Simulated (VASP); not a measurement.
Input:

```xyz
4
Lattice="1.5912 -2.7561 0.0000 1.5912 2.7561 0.0000 0.0000 0.0000 5.1801" Properties=species:S:1:pos:R:3 pbc="T T T"
Ga     1.5912    -0.9187     2.5902
Ga     1.5912     0.9187     0.0002
N      1.5912    -0.9187     4.5428
N      1.5912     0.9187     1.9527
```

Level of theory: PBEsol GGA, VASP's PBE PAW potentials (set 64) (plane waves; VASP). Run with 520 eV cut-off, 7×7×4 Γ-centred mesh, Gaussian smearing of 0.050 eV, potentials Ga_d N.

Task: Predict the energy per atom (σ→0).

Result: 
- energy per atom (σ→0) = -6.567 eV/atom

Only differences to runs with the same potentials and settings are physical.

The compound is GaN in the wurtzite structure. It was relaxed first. The start is the result of an earlier pass.
